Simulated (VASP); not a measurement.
OSZICAR of a VASP run on Ho (hcp):

### OSZICAR
```
       N       E                     dE             d eps       ncg     rms          rms(c)
DAV:   1     0.922226495344E+02    0.92223E+02   -0.82087E+03  2128   0.129E+03
DAV:   2    -0.365107216885E+01   -0.95874E+02   -0.94187E+02  2848   0.578E+02
DAV:   3    -0.875981328678E+01   -0.51087E+01   -0.48459E+01  3255   0.973E+01
DAV:   4    -0.897868125013E+01   -0.21887E+00   -0.20097E+00  3387   0.128E+01
DAV:   5    -0.898423689383E+01   -0.55556E-02   -0.54641E-02  3270   0.229E+00    0.250E+01
DAV:   6    -0.898946908892E+01   -0.52322E-02   -0.24163E-02  3318   0.208E+00    0.149E+01
DAV:   7    -0.899998274229E+01   -0.10514E-01   -0.42799E-02  3194   0.291E+00    0.304E-01
DAV:   8    -0.899974308676E+01    0.23966E-03   -0.25594E-03  2895   0.568E-01    0.677E-02
DAV:   9    -0.899975851506E+01   -0.15428E-04   -0.19794E-04  3321   0.167E-01    0.316E-02
DAV:  10    -0.899975245150E+01    0.60636E-05   -0.25811E-05  3326   0.532E-02    0.398E-02
DAV:  11    -0.899975310297E+01   -0.65147E-06   -0.22249E-06  3162   0.152E-02    0.329E-03
DAV:  12    -0.899975331606E+01   -0.21308E-06   -0.17770E-07  1894   0.542E-03    0.202E-03
DAV:  13    -0.899975327374E+01    0.42320E-07   -0.40822E-08  1698   0.553E-03
   1 F= -.96314432E+01 E0= -.96304266E+01  d E =-.963144E+01
       N       E                     dE             d eps       ncg     rms          rms(c)
DAV:   1    -0.900481911389E+01   -0.50658E-02   -0.16314E-01  2921   0.368E+00    0.269E-01
DAV:   2    -0.900283038210E+01    0.19887E-02   -0.45401E-03  3160   0.837E-01    0.174E-01
DAV:   3    -0.900187089407E+01    0.95949E-03   -0.11848E-03  3488   0.331E-01    0.931E-02
DAV:   4    -0.900187308374E+01   -0.21897E-05   -0.16490E-04  3057   0.106E-01    0.402E-02
DAV:   5    -0.900187334536E+01   -0.26162E-06   -0.71489E-06  3630   0.310E-02    0.570E-03
DAV:   6    -0.900187320137E+01    0.14399E-06   -0.32710E-07  2593   0.533E-03    0.172E-03
DAV:   7    -0.900187316228E+01    0.39084E-07   -0.30859E-08  1553   0.303E-03
   2 F= -.96330542E+01 E0= -.96321894E+01  d E =-.161105E-02
       N       E                     dE             d eps       ncg     rms          rms(c)
DAV:   1    -0.900713047161E+01   -0.52573E-02   -0.22424E-01  2901   0.431E+00    0.317E-01
DAV:   2    -0.900434103745E+01    0.27894E-02   -0.62654E-03  3142   0.984E-01    0.208E-01
DAV:   3    -0.900302061384E+01    0.13204E-02   -0.16042E-03  3488   0.383E-01    0.118E-01
DAV:   4    -0.900301978102E+01    0.83282E-06   -0.22476E-04  3043   0.124E-01    0.484E-02
DAV:   5    -0.900301997474E+01   -0.19372E-06   -0.10288E-05  3590   0.374E-02    0.539E-03
DAV:   6    -0.900301982910E+01    0.14564E-06   -0.50301E-07  2776   0.639E-03    0.160E-03
DAV:   7    -0.900301978820E+01    0.40905E-07   -0.35374E-08  1548   0.294E-03
   3 F= -.96336843E+01 E0= -.96330997E+01  d E =-.224111E-02
```

**Question.** Which electronic solver shows in the log?

**Answer.** It is blocked Davidson (ALGO = Normal, or the opening steps of other solvers). The INCAR had ALGO = Normal.

**Question.** Can the final energy be trusted as converged?

**Answer.** The run converged. It stopped with EDIFF = 1E-7, NELM = 100, NSW = 30 and EDIFFG = -0.01 after 3 ionic steps (PBE GGA with D3 dispersion (zero damping), plane waves, VASP's PBE PAW potentials (set 64)). The 4f electrons are frozen in the core of the lanthanide potential, so 4f levels, which can set the real gap, and their magnetism are missing.

The compound is Ho in the hcp structure. This run relaxes it. Symmetry was kept, so distortions that lower it aren't found.
